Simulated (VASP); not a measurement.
These are r2SCAN meta-GGA, VASP's PBE PAW potentials (set 64) (plane waves; VASP 6.6.1) values and carry that method's errors.

The input files of a VASP run:

INCAR:
```
SYSTEM = Na
PREC = Accurate
ENCUT = 480
EDIFF = 1E-7
NELM = 100
ALGO = Normal
LREAL = .FALSE.
LASPH = .TRUE.
ISMEAR = 1
SIGMA = 0.1
METAGGA = R2SCAN
LMIXTAU = .TRUE.
LWAVE = .FALSE.
LCHARG = .FALSE.
ISIF = 2
```

**KPOINTS**
```
Automatic mesh
0
Gamma
12 12 12
0 0 0
```

**POSCAR**
```
Na
1
   -2.1047972676     2.0839576907     2.1047972676
    2.1047972676    -2.0839576907     2.1047972676
    2.1047972676     2.0839576907    -2.1047972676
Na
1
Direct
  0.0000000000   0.0000000000   0.0000000000
```

POTCAR, in this order: Na_pv (PBE.64 set). Program: vasp_std.

Output of the run:

**OUTCAR**
```
 ion  position               nearest neighbor table
   1  0.000  0.000  0.000-
  LATTYP: Found a body centered tetragonal cell.
 ALAT       =     4.2095945352
 C/A-ratio  =     0.9900990099
 Subroutine PRICEL returns:
 Original cell was already a primitive cell.
 Subroutine GETGRP returns: Found 16 space group operations
The static configuration has the point symmetry D_4h.
The dynamic configuration has the point symmetry D_4h.
 Subroutine INISYM returns: Found 16 space group operations
 Subroutine IBZKPT returns following result:
 Found    163 irreducible k-points:

 Following reciprocal coordinates:
            Coordinates               Weight
  0.000000  0.000000  0.000000      1.000000
  0.083333  0.000000 -0.000000      8.000000
  0.166667 -0.000000  0.000000      8.000000
  0.250000 -0.000000  0.000000      8.000000
  0.333333  0.000000  0.000000      8.000000
  0.416667  0.000000 -0.000000      8.000000
  0.500000 -0.000000  0.000000      4.000000
  0.000000  0.083333  0.000000      4.000000
  0.083333  0.083333  0.000000     16.000000
  0.166667  0.083333  0.000000     16.000000
  0.250000  0.083333  0.000000     16.000000
  0.333333  0.083333  0.000000     16.000000
  0.416667  0.083333  0.000000     16.000000
  0.500000  0.083333  0.000000     16.000000
 -0.416667  0.083333  0.000000     16.000000
 -0.333333  0.083333  0.000000     16.000000
 -0.250000  0.083333 -0.000000     16.000000
 -0.166667  0.083333 -0.000000      8.000000
  0.000000  0.166667  0.000000      4.000000
  0.083333  0.166667  0.000000     16.000000
  0.166667  0.166667  0.000000     16.000000
  0.250000  0.166667  0.000000     16.000000
  0.333333  0.166667  0.000000     16.000000
  0.416667  0.166667  0.000000     16.000000
  0.500000  0.166667  0.000000     16.000000
 -0.416667  0.166667  0.000000     16.000000
 -0.333333  0.166667 -0.000000      8.000000
  0.000000  0.250000  0.000000      4.000000
  0.083333  0.250000  0.000000     16.000000
  0.166667  0.250000  0.000000     16.000000
  0.250000  0.250000  0.000000     16.000000
  0.333333  0.250000  0.000000     16.000000
  0.416667  0.250000  0.000000     16.000000
  0.500000  0.250000  0.000000      8.000000
  0.000000  0.333333  0.000000      4.000000
  0.083333  0.333333  0.000000     16.000000
  0.166667  0.333333  0.000000     16.000000
  0.250000  0.333333  0.000000     16.000000
  0.333333  0.333333  0.000000      8.000000
  0.000000  0.416667  0.000000      4.000000
   k-points           NKPTS =    163   k-points in BZ     NKDIM =    163   number of bands    NBANDS=      7
   number of dos      NEDOS =    301   number of ions     NIONS =      1
   total plane-waves  NPLWV =  21952
   dimension x,y,z NGX =    28 NGY =   28 NGZ =   28
   dimension x,y,z NGXF=    56 NGYF=   56 NGZF=   56
   ions per type =               1
   PREC   = accura    normal or accurate (medium, high low for compatibility)
   ISTART =      0    job   : 0-new  1-cont  2-samecut
   ICHARG =      2    charge: 1-file 2-atom 10-const
   ISPIN  =      1    spin polarized calculation?
   LNONCOLLINEAR =      F non collinear calculations
   LSORBIT =      F    spin-orbit coupling
   INIWAV =      1    electr: 0-lowe 1-rand  2-diag
   ENCUT  =  480.0 eV  35.28 Ry    5.94 a.u.   6.49  6.49  6.49*2*pi/ulx,y,z
   NELM   =    100;   NELMIN=  2; NELMDL= -5     # of ELM steps
   EDIFF  = 0.1E-06   stopping-criterion for ELM
   LREAL  =      F    real-space projection
   NLSPLINE    = F    spline interpolate recip. space projectors
   LMAXMIX     =    2 max onsite mixed and CHGCAR
...
```

File OSZICAR:
```
       N       E                     dE             d eps       ncg     rms          rms(c)
DAV:   1     0.167649824703E+02    0.16765E+02   -0.39535E+03  2289   0.818E+02
DAV:   2    -0.360623565863E+01   -0.20371E+02   -0.20361E+02  2345   0.141E+02
DAV:   3    -0.401352293737E+01   -0.40729E+00   -0.40728E+00  3059   0.283E+01
DAV:   4    -0.401718667525E+01   -0.36637E-02   -0.36637E-02  2744   0.229E+00
DAV:   5    -0.401724032312E+01   -0.53648E-04   -0.53648E-04  3080   0.238E-01    0.193E-01
DAV:   6    -0.331849361198E+01    0.69875E+00   -0.14677E-01  2324   0.763E+00    0.330E-01
DAV:   7    -0.353264820794E+01   -0.21415E+00   -0.17814E-01  2338   0.455E+00    0.254E-01
DAV:   8    -0.351718731932E+01    0.15461E-01   -0.46894E-03  2464   0.793E-01    0.303E-01
DAV:   9    -0.356647929518E+01   -0.49292E-01   -0.30855E-02  2310   0.282E+00    0.480E-02
DAV:  10    -0.356158587924E+01    0.48934E-02   -0.28651E-03  2324   0.926E-01    0.648E-02
DAV:  11    -0.356839278621E+01   -0.68069E-02   -0.22175E-03  2282   0.818E-01    0.273E-02
DAV:  12    -0.355209139449E+01    0.16301E-01   -0.43894E-03  2282   0.799E-01    0.129E-02
DAV:  13    -0.355131946327E+01    0.77193E-03   -0.14916E-04  2352   0.109E-01    0.134E-02
DAV:  14    -0.355129461140E+01    0.24852E-04   -0.27435E-06  3346   0.148E-02    0.135E-02
DAV:  15    -0.355101721851E+01    0.27739E-03   -0.10566E-04  2282   0.887E-02    0.984E-03
DAV:  16    -0.355097475945E+01    0.42459E-04   -0.12793E-05  2604   0.469E-02    0.620E-03
DAV:  17    -0.355089561233E+01    0.79147E-04   -0.12196E-05  2282   0.286E-02    0.470E-03
DAV:  18    -0.355082695265E+01    0.68660E-04   -0.28683E-06  2324   0.195E-02    0.310E-03
DAV:  19    -0.355079463871E+01    0.32314E-04   -0.10591E-06  2338   0.934E-03    0.236E-03
DAV:  20    -0.355076093978E+01    0.33699E-04   -0.59721E-07  2359   0.810E-03    0.143E-03
DAV:  21    -0.355073747500E+01    0.23465E-04   -0.16980E-07  2310   0.342E-03    0.816E-04
DAV:  22    -0.355072869796E+01    0.87770E-05   -0.22043E-08  2310   0.175E-03    0.598E-04
DAV:  23    -0.355070807226E+01    0.20626E-04   -0.83610E-08  2324   0.240E-03    0.894E-05
DAV:  24    -0.355070207501E+01    0.59973E-05   -0.16752E-08  2275   0.120E-03    0.558E-05
DAV:  25    -0.355070347679E+01   -0.14018E-05   -0.10648E-09  1148   0.355E-04    0.186E-05
DAV:  26    -0.355070353739E+01   -0.60599E-07   -0.22938E-10  1141   0.127E-04
   1 F= -.35507035E+01 E0= -.35504887E+01  d E =-.644520E-03
```

File OUTCAR:
```
------------------------ aborting loop because EDIFF is reached ----------------------------------------
  FORCE on cell =-STRESS in cart. coord.  units (eV):
  Direction    XX          YY          ZZ          XY          YZ          ZX
  --------------------------------------------------------------------------------------
  Total        0.0579639      0.0357038      0.0579639     -0.0000000      0.0000000      0.0000000
  in kB        2.5147727      1.5490138      2.5147727     -0.0000000      0.0000000      0.0000000
  external PRESSURE =       2.1928531 kB  Pullay stress =       0.0000000 kB
  volume of cell :       36.93
      direct lattice vectors                 reciprocal lattice vectors
    -2.104797268  2.083957691  2.104797268     0.000000000  0.239928096  0.237552570
     2.104797268 -2.083957691  2.104797268     0.237552570  0.000000000  0.237552570
     2.104797268  2.083957691 -2.104797268     0.237552570  0.239928096  0.000000000
 POSITION                                       TOTAL-FORCE (eV/Angst)
 -----------------------------------------------------------------------------------
      0.00000      0.00000      0.00000         0.000000      0.000000      0.000000
 -----------------------------------------------------------------------------------
    total drift:                                0.000000     -0.000000      0.000000
  FREE ENERGIE OF THE ION-ELECTRON SYSTEM (eV)
  ---------------------------------------------------
  free  energy   TOTEN  =        -3.5507035374 eV

  energy  without entropy=       -3.5500590177  energy(sigma->0) =       -3.55048870
```
(Selected blocks of OUTCAR.)

The compound is Na in the bcc structure. This cell was strained or had an atom moved on purpose.
